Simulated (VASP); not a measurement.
Method: LDA (Ceperley-Alder, Perdew-Zunger), VASP's LDA PAW potentials (set 64) (plane waves; VASP).

VASP input:

INCAR:
```
ALGO  =  Normal
EDIFF  =  1E-6
EDIFFG  =  -0.02
ENCUT  =  500
IBRION  =  2
ISIF  =  3
ISMEAR  =  1
ISPIN  =  2
LASPH  =  .TRUE.
LCHARG  =  .FALSE.
LMAXMIX  =  4
LORBIT  =  10
LREAL  =  .FALSE.
LWAVE  =  .FALSE.
MAGMOM  =  2.7 3*0.6
NELM  =  100
NSW  =  40
PREC  =  Accurate
PSTRESS  =  100
SIGMA  =  0.1
SYSTEM  =  Ni3Fe
```

File POSCAR:
```
Ni3Fe
1.0
  3.4233932647   0.0000000000   0.0000000000
  0.0000000000   3.4233932647   0.0000000000
  0.0000000000   0.0000000000   3.4233932647
Fe Ni
1 3
Direct
  0.0000000000   0.0000000000   0.0000000000
  0.0000000000   0.5000000000   0.5000000000
  0.5000000000   0.0000000000   0.5000000000
  0.5000000000   0.5000000000   0.0000000000
```

**KPOINTS**
```
Automatic
0
gamma
  9 9 9
0 0 0
```

POTCAR, in this order: Fe Ni (LDA.64 set). Program: vasp_std.

The run wrote:

**OUTCAR**
```
 ion  position               nearest neighbor table
   1  0.000  0.000  0.000-   2 2.42   3 2.42   4 2.42   2 2.42   3 2.42   2 2.42   4 2.42   2 2.42
                             3 2.42   4 2.42   3 2.42   4 2.42
   2  0.000  0.500  0.500-   1 2.42   3 2.42   4 2.42   1 2.42   4 2.42   1 2.42   3 2.42   1 2.42
                             3 2.42   4 2.42   4 2.42   3 2.42
   3  0.500  0.000  0.500-   1 2.42   2 2.42   4 2.42   1 2.42   4 2.42   2 2.42   4 2.42   4 2.42
                             1 2.42   2 2.42   1 2.42   2 2.42
   4  0.500  0.500  0.000-   1 2.42   2 2.42   3 2.42   2 2.42   3 2.42   1 2.42   3 2.42   3 2.42
                             1 2.42   2 2.42   2 2.42   1 2.42
  LATTYP: Found a simple cubic cell.
 ALAT       =     3.4233932647
 Subroutine PRICEL returns:
 Original cell was already a primitive cell.
 Subroutine GETGRP returns: Found 48 space group operations
The static configuration has the point symmetry O_h .
The dynamic configuration has the point symmetry O_h .
The overall configuration has the point symmetry O_h .
 Subroutine INISYM returns: Found 48 space group operations
 Subroutine IBZKPT returns following result:
 Found     35 irreducible k-points:

 Following reciprocal coordinates:
            Coordinates               Weight
  0.000000  0.000000  0.000000      1.000000
  0.111111  0.000000  0.000000      6.000000
  0.222222  0.000000  0.000000      6.000000
  0.333333  0.000000  0.000000      6.000000
  0.444444  0.000000  0.000000      6.000000
  0.111111  0.111111  0.000000     12.000000
  0.222222  0.111111  0.000000     24.000000
  0.333333  0.111111  0.000000     24.000000
  0.444444  0.111111  0.000000     24.000000
  0.222222  0.222222  0.000000     12.000000
  0.333333  0.222222  0.000000     24.000000
  0.444444  0.222222  0.000000     24.000000
  0.333333  0.333333  0.000000     12.000000
  0.444444  0.333333  0.000000     24.000000
  0.444444  0.444444  0.000000     12.000000
  0.111111  0.111111  0.111111      8.000000
  0.222222  0.111111  0.111111     24.000000
  0.333333  0.111111  0.111111     24.000000
  0.444444  0.111111  0.111111     24.000000
  0.222222  0.222222  0.111111     24.000000
  0.333333  0.222222  0.111111     48.000000
  0.444444  0.222222  0.111111     48.000000
  0.333333  0.333333  0.111111     24.000000
  0.444444  0.333333  0.111111     48.000000
  0.444444  0.444444  0.111111     24.000000
  0.222222  0.222222  0.222222      8.000000
  0.333333  0.222222  0.222222     24.000000
  0.444444  0.222222  0.222222     24.000000
  0.333333  0.333333  0.222222     24.000000
  0.444444  0.333333  0.222222     48.000000
  0.444444  0.444444  0.222222     24.000000
  0.333333  0.333333  0.333333      8.000000
  0.444444  0.333333  0.333333     24.000000
  0.444444  0.444444  0.333333     24.000000
  0.444444  0.444444  0.444444      8.000000
   k-points           NKPTS =     35   k-points in BZ     NKDIM =     35   number of bands    NBANDS=     25
   number of dos      NEDOS =    301   number of ions     NIONS =      4
   total plane-waves  NPLWV =  21952
   dimension x,y,z NGX =    28 NGY =   28 NGZ =   28
   dimension x,y,z NGXF=    56 NGYF=   56 NGZF=   56
   ions per type =               1   3
   PREC   = accura    normal or accurate (medium, high low for compatibility)
   ISTART =      0    job   : 0-new  1-cont  2-samecut
   ICHARG =      2    charge: 1-file 2-atom 10-const
   ISPIN  =      2    spin polarized calculation?
   LNONCOLLINEAR =      F non collinear calculations
   LSORBIT =      F    spin-orbit coupling
   INIWAV =      1    electr: 0-lowe 1-rand  2-diag
   ENCUT  =  500.0 eV  36.75 Ry    6.06 a.u.   6.24  6.24  6.24*2*pi/ulx,y,z
   NELM   =    100;   NELMIN=  2; NELMDL= -5     # of ELM steps
   EDIFF  = 0.1E-05   stopping-criterion for ELM
   LREAL  =      F    real-space projection
...
```

**OSZICAR**
```
       N       E                     dE             d eps       ncg     rms          rms(c)
DAV:   1     0.237674075672E+03    0.23767E+03   -0.16936E+04  3700   0.215E+03
DAV:   2    -0.201367178965E+02   -0.25781E+03   -0.24903E+03  3540   0.373E+02
DAV:   3    -0.335087110314E+02   -0.13372E+02   -0.12771E+02  3603   0.120E+02
DAV:   4    -0.337178496964E+02   -0.20914E+00   -0.20803E+00  3827   0.158E+01
DAV:   5    -0.337242239608E+02   -0.63743E-02   -0.63707E-02  4917   0.234E+00    0.234E+01
DAV:   6    -0.301441491853E+02    0.35801E+01   -0.38308E+01  3565   0.980E+01    0.137E+01
DAV:   7    -0.315042316286E+02   -0.13601E+01   -0.11305E+01  4034   0.914E+01    0.211E+01
DAV:   8    -0.292253323435E+02    0.22789E+01   -0.93047E+00  4179   0.540E+01    0.465E+00
DAV:   9    -0.292209125028E+02    0.44198E-02   -0.44885E-01  4431   0.988E+00    0.324E+00
DAV:  10    -0.291898320171E+02    0.31080E-01   -0.64613E-02  4517   0.703E+00    0.131E+00
DAV:  11    -0.291846965877E+02    0.51354E-02   -0.17992E-02  5621   0.195E+00    0.595E-01
DAV:  12    -0.291847164080E+02   -0.19820E-04   -0.25762E-03  4728   0.888E-01    0.196E-01
DAV:  13    -0.291846859862E+02    0.30422E-04   -0.32190E-04  4612   0.347E-01    0.918E-02
DAV:  14    -0.291846733767E+02    0.12610E-04   -0.14035E-04  4910   0.254E-01    0.473E-02
DAV:  15    -0.291846678950E+02    0.54817E-05   -0.22822E-05  5051   0.793E-02    0.181E-02
DAV:  16    -0.291846678436E+02    0.51400E-07   -0.36285E-06  2684   0.502E-02
   1 F= -.26680521E+02 E0= -.26681060E+02  d E =-.266805E+02  mag=     4.4193
       N       E                     dE             d eps       ncg     rms          rms(c)
DAV:   1    -0.304124727421E+02   -0.12278E+01   -0.16935E+01  3508   0.595E+01    0.127E+01
DAV:   2    -0.368025401374E+02   -0.63901E+01   -0.33946E+01  4258   0.152E+02    0.322E+01
DAV:   3    -0.291072110212E+02    0.76953E+01   -0.41393E+01  4207   0.745E+01    0.565E+00
DAV:   4    -0.290147233231E+02    0.92488E-01   -0.12722E+00  4118   0.193E+01    0.369E+00
DAV:   5    -0.290497685313E+02   -0.35045E-01   -0.10147E-01  3659   0.551E+00    0.247E+00
DAV:   6    -0.290573993684E+02   -0.76308E-02   -0.52905E-02  5638   0.566E+00    0.100E+00
DAV:   7    -0.290547398491E+02    0.26595E-02   -0.18693E-02  4764   0.217E+00    0.393E-01
DAV:   8    -0.290535543443E+02    0.11855E-02   -0.23561E-03  3675   0.602E-01    0.165E-01
DAV:   9    -0.290534928111E+02    0.61533E-04   -0.41216E-04  4732   0.468E-01    0.916E-02
DAV:  10    -0.290535431820E+02   -0.50371E-04   -0.62584E-05  5092   0.125E-01    0.862E-02
DAV:  11    -0.290535443767E+02   -0.11947E-05   -0.76312E-05  4538   0.256E-01    0.153E-02
DAV:  12    -0.290535449761E+02   -0.59938E-06   -0.12752E-05  2976   0.294E-02    0.117E-02
DAV:  13    -0.290535450043E+02   -0.28210E-07   -0.54052E-07  1789   0.218E-02
   2 F= -.26661699E+02 E0= -.26662395E+02  d E =0.188224E-01  mag=     4.4024
       N       E                     dE             d eps       ncg     rms          rms(c)
DAV:   1    -0.296610271177E+02   -0.60748E+00   -0.64462E+00  3504   0.387E+01    0.725E+00
DAV:   2    -0.321384415146E+02   -0.24774E+01   -0.17379E+01  4053   0.822E+01    0.268E+01
DAV:   3    -0.292050243251E+02    0.29334E+01   -0.56112E+00  4295   0.750E+01    0.415E+00
DAV:   4    -0.291712786127E+02    0.33746E-01   -0.50778E-01  4152   0.917E+00    0.191E+00
DAV:   5    -0.291585287160E+02    0.12750E-01   -0.34558E-02  5158   0.273E+00    0.925E-01
DAV:   6    -0.291529314092E+02    0.55973E-02   -0.15356E-02  5339   0.218E+00    0.364E-01
DAV:   7    -0.291525899001E+02    0.34151E-03   -0.22736E-03  3966   0.899E-01    0.123E-01
DAV:   8    -0.291526131088E+02   -0.23209E-04   -0.35756E-04  4983   0.255E-01    0.606E-02
DAV:   9    -0.291526188199E+02   -0.57111E-05   -0.34878E-05  3922   0.119E-01    0.313E-02
DAV:  10    -0.291526212246E+02   -0.24047E-05   -0.29334E-05  3618   0.801E-02    0.127E-02
DAV:  11    -0.291526214859E+02   -0.26133E-06   -0.15201E-06  1893   0.286E-02
   3 F= -.26691772E+02 E0= -.26692375E+02  d E =-.112515E-01  mag=     4.4109
```

File OUTCAR:
```
------------------------ aborting loop because EDIFF is reached ----------------------------------------
  FORCE on cell =-STRESS in cart. coord.  units (eV):
  Direction    XX          YY          ZZ          XY          YZ          ZX
  --------------------------------------------------------------------------------------
  Total        2.4864145      2.4864145      2.4864145      0.0000000      0.0000000      0.0000000
  in kB      101.0388869    101.0388869    101.0388869      0.0000000      0.0000000      0.0000000
  external PRESSURE =       1.0388869 kB  Pullay stress =     100.0000000 kB
  volume of cell :       39.43
      direct lattice vectors                 reciprocal lattice vectors
     3.403547778  0.000000000 -0.000000000     0.293811066 -0.000000000 -0.000000000
     0.000000000  3.403547778 -0.000000000    -0.000000000  0.293811066  0.000000000
     0.000000000  0.000000000  3.403547778     0.000000000  0.000000000  0.293811066
 POSITION                                       TOTAL-FORCE (eV/Angst)
 -----------------------------------------------------------------------------------
      0.00000      0.00000      0.00000        -0.000000      0.000000      0.000000
      0.00000      1.70177      1.70177         0.000000      0.000000      0.000000
      1.70177      0.00000      1.70177        -0.000000      0.000000      0.000000
      1.70177      1.70177     -0.00000        -0.000000      0.000000      0.000000
 -----------------------------------------------------------------------------------
    total drift:                                0.000000      0.000000      0.000000
  FREE ENERGIE OF THE ION-ELECTRON SYSTEM (eV)
  ---------------------------------------------------
  free  energy   TOTEN  =       -29.1526214859 eV

  energy  without entropy=      -29.1544282226  energy(sigma->0) =      -29.15322373
  enthalpy is  TOTEN    =       -26.6917724507 eV   P V=        2.4608490352

 total charge

# of ion       s       p       d       tot
------------------------------------------
    1        0.524   0.600   6.257   7.381
    2        0.561   0.624   8.401   9.586
    3        0.561   0.624   8.401   9.586
    4        0.561   0.624   8.401   9.586
--------------------------------------------------
tot          2.206   2.471  31.461  36.138

 magnetization (x)

# of ion       s       p       d       tot
------------------------------------------
    1        0.007   0.006   2.629   2.642
    2       -0.012  -0.033   0.617   0.572
    3       -0.012  -0.033   0.617   0.572
    4       -0.012  -0.033   0.617   0.572
--------------------------------------------------
tot         -0.029  -0.092   4.480   4.358

 reached required accuracy - stopping structural energy minimisation
```
(Selected blocks of OUTCAR.)

**CONTCAR**
```
Ni3Fe
   1.00000000000000
     3.4035477779367134    0.0000000000000000   -0.0000000000000000
     0.0000000000000000    3.4035477779367134   -0.0000000000000000
     0.0000000000000000    0.0000000000000000    3.4035477779367134
  Fe              Ni
     1     3
Direct
     0.0000000000000000    0.0000000000000000    0.0000000000000000
     0.0000000000000000    0.5000000000000000    0.5000000000000000
     0.5000000000000000    0.0000000000000000    0.5000000000000000
     0.5000000000000000    0.5000000000000000    0.0000000000000000
```

OUTCAR:
```
 val. band max:        9.9563407775   @ k =   0.2222   0.0000   0.0000

 cond. band min:       9.9622524879   @ k =   0.4444   0.4444   0.4444


 Fermi energy:         9.9601712490

 spin component 1

 k-point     1 :       0.0000    0.0000    0.0000
  band No.  band energies     occupation
      1       0.0735      1.00000
      2       4.0608      1.00000
      3       4.0608      1.00000
      4       4.5875      1.00000
      5       4.8621      1.00000
      6       4.8621      1.00000
      7       4.8621      1.00000
      8       7.0818      1.00000
      9       7.0818      1.00000
     10       7.0818      1.00000
     11       8.4009      1.00000
     12       8.4009      1.00000
     13       9.2510      1.00000
     14       9.3208      1.00000
     15       9.3208      1.00000
     16       9.5007      1.00000
     17       9.5007      1.00000
     18       9.5007      1.00000
     19       9.5881      1.00000
     20       9.5881      1.00000
     21       9.5881      1.00000
     22      12.3254      0.00000
     23      12.3254      0.00000
     24      12.3254      0.00000
     25      20.0560      0.00000

 k-point     2 :       0.1111    0.0000    0.0000
  band No.  band energies     occupation
      1       0.2487      1.00000
      2       4.1207      1.00000
      3       4.1539      1.00000
      4       4.6591      1.00000
      5       4.9212      1.00000
      6       4.9307      1.00000
      7       4.9307      1.00000
      8       7.0089      1.00000
      9       7.1368      1.00000
     10       7.1368      1.00000
     11       8.3319      1.00000
     12       8.4261      1.00000
     13       9.0831      1.00000
     14       9.0831      1.00000
     15       9.1777      1.00000
     16       9.2321      1.00000
     17       9.2802      1.00000
     18       9.4434      1.00000
     19       9.4434      1.00000
     20       9.5009      1.00000
     21       9.5882      1.00000
...
```

The compound is Ni3Fe in the L1_2 structure. This run relaxes it under an external pressure of 10 GPa. Symmetry was kept, so distortions that lower it aren't found.
